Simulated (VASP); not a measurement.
# SbIr2O4 (Fd-3m) in VASP: single point with PBE

Aim: the single point of SbIr2O4 with PBE.

Program: VASP 6.6.1. These are calculated values, not measurements. Logs are shortened: lines on timing, memory, paths and dates and some standing lists are left out, and cuts for length are marked.

## Step 1: Starting point

Symmetry: Fd-3m, No. 227, cubic system. Conventional cell: a = 8.646 Å, b = 8.646 Å, c = 8.646 Å, α = 90.00°, β = 90.00°, γ = 90.00°. Ir (site symmetry -3m) has 6 O at 2.22 Å as nearest neighbours. Around Sb (site symmetry -43m) lie 4 O at 1.78 Å. O (site symmetry 3m) has 1 Sb at 1.78 Å as nearest neighbours.

The cell was built by a generator and needn't be a form met in nature.

## Step 2: Single point, PBE

INCAR reads:

```
PREC = Accurate
ENCUT = 520
EDIFF = 1E-6
ISMEAR = -1
SIGMA = 0.1
LREAL = F
LASPH = T
NELM = 80
ALGO = Fast
ISIF = 2
LWAVE = F
LCHARG = F
GGA = PE
NBANDS = 60
```

KPOINTS reads:

```
regular mesh
0
Gamma
  7 7 7
```

POSCAR reads:

```
SbIr2O4
1.0
    0.0000000000      4.3229860000      4.3229860000
    4.3229860000      0.0000000000      4.3229860000
    4.3229860000      4.3229860000      0.0000000000
Ir Sb O
4 2 8
Direct
    0.5000000000      0.5000000000      0.5000000000
    0.0000000000      0.5000000000      0.5000000000
    0.5000000000      0.5000000000      0.0000000000
    0.5000000000      0.0000000000      0.5000000000
    0.1250000000      0.1250000000      0.1250000000
    0.8750000000      0.8750000000      0.8750000000
    0.2439000000      0.2439000000      0.2439000000
    0.2317000000      0.7561000000      0.7561000000
    0.2439000000      0.2439000000      0.7683000000
    0.7561000000      0.2317000000      0.7561000000
    0.7683000000      0.2439000000      0.2439000000
    0.7561000000      0.7561000000      0.7561000000
    0.2439000000      0.7683000000      0.2439000000
    0.7561000000      0.7561000000      0.2317000000
```

Potentials or basis: VASP PAW PBE potentials, release 64 (Ir, Sb, O).

Command:

```sh
$ cat potpaw_PBE.64/Ir/POTCAR potpaw_PBE.64/Sb/POTCAR potpaw_PBE.64/O/POTCAR > POTCAR
$ mpirun -np 1 vasp_std > vasp.out
```

OUTCAR:

```text
PREC = Accurate
   ENCUT = 520
   EDIFF = 1E-6
   ISMEAR = -1
   LREAL = F
   LASPH = T
   NELM = 80
   ISIF = 2
   GGA = PE

 ion  position               nearest neighbor table
   1  0.500  0.500  0.500-   9 2.22  11 2.22  13 2.22   8 2.22  10 2.22  14 2.22   2 3.06   3 3.06
                             4 3.06   3 3.06   4 3.06   2 3.06   5 3.58   6 3.58   5 3.58   6 3.58
   2  0.000  0.500  0.500-   9 2.22  13 2.22  10 2.22  14 2.22   7 2.22  12 2.22   1 3.06   3 3.06
                             4 3.06   1 3.06   3 3.06   4 3.06   6 3.58   6 3.58   6 3.58   5 3.58
   3  0.500  0.500  0.000-  11 2.22  13 2.22   8 2.22  10 2.22  12 2.22   7 2.22   1 3.06   1 3.06
                             2 3.06   4 3.06   4 3.06   2 3.06   6 3.58   5 3.58   5 3.58   6 3.58
   4  0.500  0.000  0.500-   9 2.22  11 2.22   8 2.22  14 2.22  12 2.22   7 2.22   1 3.06   3 3.06
                             1 3.06   2 3.06   3 3.06   2 3.06   6 3.58   6 3.58   5 3.58   5 3.58
   5  0.125  0.125  0.125-   7 1.78   9 1.78  11 1.78  13 1.78   3 3.58   4 3.58   2 3.58   1 3.58
                             2 3.58   4 3.58   1 3.58   2 3.58   3 3.58   1 3.58   3 3.58   4 3.58
   6  0.875  0.875  0.875-  12 1.78  10 1.78   8 1.78  14 1.78   2 3.58   3 3.58   1 3.58   2 3.58
                             4 3.58   2 3.58   3 3.58   4 3.58   1 3.58   3 3.58   4 3.58   1 3.58
   7  0.244  0.244  0.244-   5 1.78   3 2.22   4 2.22   2 2.22
   8  0.232  0.756  0.756-   6 1.78   4 2.22   3 2.22   1 2.22
   9  0.244  0.244  0.768-   5 1.78   4 2.22   2 2.22   1 2.22
  10  0.756  0.232  0.756-   6 1.78   3 2.22   2 2.22   1 2.22
  11  0.768  0.244  0.244-   5 1.78   4 2.22   3 2.22   1 2.22
  12  0.756  0.756  0.756-   6 1.78   3 2.22   4 2.22   2 2.22
  13  0.244  0.768  0.244-   5 1.78   3 2.22   2 2.22   1 2.22
  14  0.756  0.756  0.232-   6 1.78   4 2.22   2 2.22   1 2.22

  LATTYP: Found a face centered cubic cell.
 ALAT       =     8.6459720000

  Lattice vectors:

 A1 = (   0.0000000000,   4.3229860000,   4.3229860000)
 A2 = (   4.3229860000,   0.0000000000,   4.3229860000)
 A3 = (   4.3229860000,   4.3229860000,   0.0000000000)

Analysis of symmetry for initial positions (statically):
=====================================================================
 Subroutine PRICEL returns:
 Original cell was already a primitive cell.

 Routine SETGRP: Setting up the symmetry group for a
 face centered cubic supercell.

 Subroutine GETGRP returns: Found 48 space group operations
 (whereof 12 operations were pure point group operations)
 out of a pool of 48 trial point group operations.

The static configuration has the point symmetry D_3d.
 The point group associated with its full space group is O_h .

Analysis of symmetry for dynamics (positions and initial velocities):
=====================================================================
 Subroutine PRICEL returns:
 Original cell was already a primitive cell.

 Routine SETGRP: Setting up the symmetry group for a
 face centered cubic supercell.

 Subroutine GETGRP returns: Found 48 space group operations
 (whereof 12 operations were pure point group operations)
 out of a pool of 48 trial point group operations.

The dynamic configuration has the point symmetry D_3d.
 The point group associated with its full space group is O_h .

 Subroutine INISYM returns: Found 48 space group operations
 (whereof 12 operations are pure point group operations),
 and found     1 'primitive' translations

----------------------------------------------------------------------------------------

                                     Primitive cell

  volume of cell :     161.5777

  direct lattice vectors                    reciprocal lattice vectors
     0.000000000  4.322986000  4.322986000    -0.115660796  0.115660796  0.115660796
     4.322986000  0.000000000  4.322986000     0.115660796 -0.115660796  0.115660796
     4.322986000  4.322986000  0.000000000     0.115660796  0.115660796 -0.115660796

  length of vectors
     6.113625431  6.113625431  6.113625431     0.200330374  0.200330374  0.200330374

  position of ions in fractional coordinates (direct lattice)
     0.500000000  0.500000000  0.500000000
     0.000000000  0.500000000  0.500000000
     0.500000000  0.500000000  0.000000000
     0.500000000  0.000000000  0.500000000
     0.125000000  0.125000000  0.125000000
     0.875000000  0.875000000  0.875000000
     0.243900000  0.243900000  0.243900000
     0.231700000  0.756100000  0.756100000
     0.243900000  0.243900000  0.768300000
     0.756100000  0.231700000  0.756100000
     0.768300000  0.243900000  0.243900000
     0.756100000  0.756100000  0.756100000
     0.243900000  0.768300000  0.243900000
     0.756100000  0.756100000  0.231700000

  ion indices of the primitive-cell ions
   primitive index   ion index
                 1           1
                 2           2
                 3           3
                 4           4
                 5           5
                 6           6
                 7           7
                 8           8
                 9           9
                10          10
                11          11
                12          12
                13          13
                14          14

----------------------------------------------------------------------------------------

 KPOINTS: regular mesh

Automatic generation of k-mesh.
 Grid dimensions read from file:
 generate k-points for:    7    7    7

 Generating k-lattice:

  Cartesian coordinates                     Fractional coordinates (reciprocal lattice)
    -0.016522971  0.016522971  0.016522971     0.142857143  0.000000000  0.000000000
     0.016522971 -0.016522971  0.016522971     0.000000000  0.142857143  0.000000000
     0.016522971  0.016522971 -0.016522971     0.000000000  0.000000000  0.142857143

  Length of vectors
     0.028618625  0.028618625  0.028618625

  Shift w.r.t. Gamma in fractional coordinates (k-lattice)
     0.000000000  0.000000000  0.000000000

 Subroutine IBZKPT returns following result:
 ===========================================

 Found     20 irreducible k-points:

 Following reciprocal coordinates:
            Coordinates               Weight
  0.000000  0.000000  0.000000      1.000000
  0.142857  0.000000  0.000000      8.000000
  0.285714  0.000000  0.000000      8.000000
  0.428571  0.000000  0.000000      8.000000
  0.142857  0.142857  0.000000      6.000000
  0.285714  0.142857  0.000000     24.000000
[... 12 lines left out ...]
 -0.428571  0.428571  0.142857     24.000000
 -0.285714  0.428571  0.142857     24.000000
   k-points           NKPTS =     20   k-points in BZ     NKDIM =     20   number of bands    NBANDS=     60
   number of dos      NEDOS =    301   number of ions     NIONS =     14
   total plane-waves  NPLWV = 110592
   dimension x,y,z NGX =    48 NGY =   48 NGZ =   48
   dimension x,y,z NGXF=    96 NGYF=   96 NGZF=   96
   ions per type =               4   2   8
   NGX,Y,Z   is equivalent  to a cutoff of  13.05, 13.05, 13.05 a.u.
   NGXF,Y,Z  is equivalent  to a cutoff of  26.10, 26.10, 26.10 a.u.
 SYSTEM =  unknown system
   PREC   = accura    normal or accurate (medium, high low for compatibility)
   ISTART =      0    job   : 0-new  1-cont  2-samecut
   ICHARG =      2    charge: 1-file 2-atom 10-const
   ISPIN  =      1    spin polarized calculation?
   LNONCOLLINEAR =      F non collinear calculations
   LSORBIT =      F    spin-orbit coupling
   LASPH  =      T    aspherical Exc in radial PAW
   ENCUT  =  520.0 eV  38.22 Ry    6.18 a.u.  11.37 11.37 11.37*2*pi/ulx,y,z
   NELM   =     80;   NELMIN=  2; NELMDL= -5     # of ELM steps
   EDIFF  = 0.1E-05   stopping-criterion for ELM
   LREAL  =      F    real-space projection
   EDIFFG = 0.1E-04   stopping-criterion for IOM
   NSW    =      0    number of steps for IOM
   IBRION =     -1    ionic relax: 0-MD 1-quasi-New 2-CG
   NFREE  =      0    steps in history (QN), initial steepest desc. (CG)
   ISIF   =      2    stress and relaxation
   ISYM   =      2    0-nonsym 1-usesym 2-fastsym
   POTIM  = 0.5000    time-step for ionic-motion
   TEBEG  =    0.0;   TEEND  =   0.0 temperature during run
   PSTRESS=    0.0 pullay stress
   NELECT =      94.0000    total number of electrons
   NUPDOWN=      -1.0000    fix difference up-down
   EMIN   =  10.00;   EMAX   =-10.00  energy-range for DOS
   EFERMI =   0.00;   METHOD = LEGACY
   ISMEAR =    -1;   SIGMA  =   0.10  broadening in eV -4-tet -1-fermi 0-gaus
   EFERMI_NEDOS =   21; number of points for ismear=-14 and -15
   IALGO  =     68    algorithm
   IMIX   =      4    mixing-type and parameters
     AMIX     =   0.40;   BMIX     =  1.00
     AMIX_MAG =   1.60;   BMIX_MAG =  1.00
  volume/ion in A,a.u.               =      11.54        77.88
  Fermi-wavevector in a.u.,A,eV,Ry     =   1.366649  2.582592 25.411999  1.867729
  Thomas-Fermi vector in A             =   2.492771
   LORBIT       =      0    0 simple, 1 ext, 2 COOP (PROOUT), +10 PAW based schemes
   GGA     = PE    functional components
   LHFCALC =     F    Hartree Fock is set to
   AEXX    =    0.0000 exact exchange contribution
   IVDW    =     0    specifies the selected vdW correction
   LEPSILON=     F    determine dielectric tensor
   LRPA    =     F    only Hartree local field effects (RPA)
 non-spin polarized calculation
 RMM-DIIS sequential band-by-band and
  energy-cutoff  :      520.00
  volume of cell :      161.58
 maximum number of plane-waves:      4378
 NGX is ok and might be reduce to    48
   NGX = 23   NGY = 23   NGZ = 23

 number of electron      94.0000012 magnetization

 Free energy of the ion-electron system (eV)
  ---------------------------------------------------
  ext. energy  EPLUGINS =         0.00000000
  ---------------------------------------------------
  free energy    TOTEN  =       -76.02491308 eV

  energy without entropy =      -75.69637529  energy(sigma->0) =      -75.86064418

 E-fermi :   9.2916     XC(G=0): -12.1369

 val. band max:        9.2205244809   @ k =  -0.4286   0.2857   0.1429
 cond. band min:       9.3039877824   @ k =  -0.4286   0.2857   0.1429
 fundamental gap:      0.0834633015
 Fermi energy:         9.2915663344

 k-point     1 :       0.0000    0.0000    0.0000
  band No.  band energies     occupation
      1     -14.1358      2.00000
      2     -13.2658      2.00000
      3     -12.1145      2.00000
      4     -12.1145      2.00000
      5     -12.1145      2.00000
      6     -12.0354      2.00000
[... 51 lines left out ...]
     58      13.1914      0.00000
     59      13.1915      0.00000

 k-point     2 :       0.1429    0.0000    0.0000
  band No.  band energies     occupation
      1     -14.0872      2.00000
      2     -13.3087      2.00000
      3     -12.1256      2.00000
      4     -12.1135      2.00000
      5     -12.1135      2.00000
      6     -12.0510      2.00000
[... 51 lines left out ...]
     58      12.9353      0.00000
     59      13.4930      0.00000

 k-point     3 :       0.2857    0.0000    0.0000
  band No.  band energies     occupation
      1     -13.9571      2.00000
      2     -13.4068      2.00000
      3     -12.2917      2.00000
      4     -12.1099      2.00000
      5     -12.1099      2.00000
      6     -12.0441      2.00000
[... 989 lines left out ...]
      4     -12.2646      2.00000
      5     -12.0978      2.00000
      6     -12.0779      2.00000
[... 51 lines left out ...]
     58      13.6905      0.00000
     59      14.3916      0.00000

 k-point    20 :      -0.2857    0.4286    0.1429
  band No.  band energies     occupation
      1     -13.6637      2.00000
      2     -13.5970      2.00000
      3     -12.3900      2.00000
      4     -12.2815      2.00000
      5     -12.1098      2.00000
      6     -12.0438      2.00000
[... 51 lines left out ...]
     58      13.8681      0.00000
     59      14.6569      0.00000
 [bands above 59 left out]

------------------------ aborting loop because EDIFF is reached ----------------------------------------

  FORCE on cell =-STRESS in cart. coord.  units (eV):
  Direction    XX          YY          ZZ          XY          YZ          ZX
  --------------------------------------------------------------------------------------
  -------------------------------------------------------------------------------------
  Total       47.5322636     47.5322636     47.5322636      0.0000000      0.0000000      0.0000000
  in kB      471.3218748    471.3218748    471.3218748      0.0000000      0.0000000      0.0000000
  external PRESSURE =     471.3218748 kB  Pullay stress =       0.0000000 kB

 VOLUME and BASIS-vectors are now :
 -----------------------------------------------------------------------------
  energy-cutoff  :      520.00
  volume of cell :      161.58
      direct lattice vectors                 reciprocal lattice vectors
     0.000000000  4.322986000  4.322986000    -0.115660796  0.115660796  0.115660796
     4.322986000  0.000000000  4.322986000     0.115660796 -0.115660796  0.115660796
     4.322986000  4.322986000  0.000000000     0.115660796  0.115660796 -0.115660796

 POSITION                                       TOTAL-FORCE (eV/Angst)
 -----------------------------------------------------------------------------------
      4.32299      4.32299      4.32299        -0.000000      0.000000      0.000000
      4.32299      2.16149      2.16149        -0.000000      0.000000      0.000000
      2.16149      2.16149      4.32299        -0.000000      0.000000      0.000000
      2.16149      4.32299      2.16149        -0.000000      0.000000      0.000000
      1.08075      1.08075      1.08075        -0.000000      0.000000      0.000000
      7.56523      7.56523      7.56523        -0.000000      0.000000      0.000000
      2.10875      2.10875      2.10875         4.316869      4.316869      4.316869
      6.53722      4.27025      4.27025        -4.316869      4.316869      4.316869
      4.37573      4.37573      2.10875        -4.316869     -4.316869      4.316869
      4.27025      6.53722      4.27025         4.316869     -4.316869      4.316869
      2.10875      4.37573      4.37573         4.316869     -4.316869     -4.316869
      6.53722      6.53722      6.53722        -4.316869     -4.316869     -4.316869
      4.37573      2.10875      4.37573        -4.316869      4.316869     -4.316869
      4.27025      4.27025      6.53722         4.316869      4.316869     -4.316869
 -----------------------------------------------------------------------------------
    total drift:                                0.000000      0.000000      0.000000

  FREE ENERGIE OF THE ION-ELECTRON SYSTEM (eV)
  ---------------------------------------------------
  free  energy   TOTEN  =       -76.0249130789 eV

  energy  without entropy=      -75.6963752863  energy(sigma->0) =      -75.86064418
```

Wall time 4.8 min (1 thread of Intel Xeon Platinum 8488C (Sapphire Rapids), shared host); peak memory 0.41 GiB.

Results:

| Quantity | Value |
| --- | --- |
| Free energy | -76.0249 eV |
| Pressure | 47.1 GPa |
| Largest force | 7.477 eV/Å |
| Band gap on the k mesh | none (metal or under the smearing width) |

Forces on the atoms (eV/Å):
```
Ir   0.000  0.000  0.000
Ir   0.000  0.000  0.000
Ir   0.000  0.000  0.000
Ir   0.000  0.000  0.000
Sb   0.000  0.000  0.000
Sb   0.000  0.000  0.000
O    4.317  4.317  4.317
O   -4.317  4.317  4.317
O   -4.317 -4.317  4.317
O    4.317 -4.317  4.317
O    4.317 -4.317 -4.317
O   -4.317 -4.317 -4.317
O   -4.317  4.317 -4.317
O    4.317  4.317 -4.317
```

Caveat: a pressure of tens of GPa on the cell as given is suspect, and the run, the potentials or the cell itself is likely at fault; forces of over 1 eV/Å show positions far from the minimum, so gaps and moduli don't describe the material at rest. The run has no spin-orbit coupling, so splittings on Ir, Sb are missing.
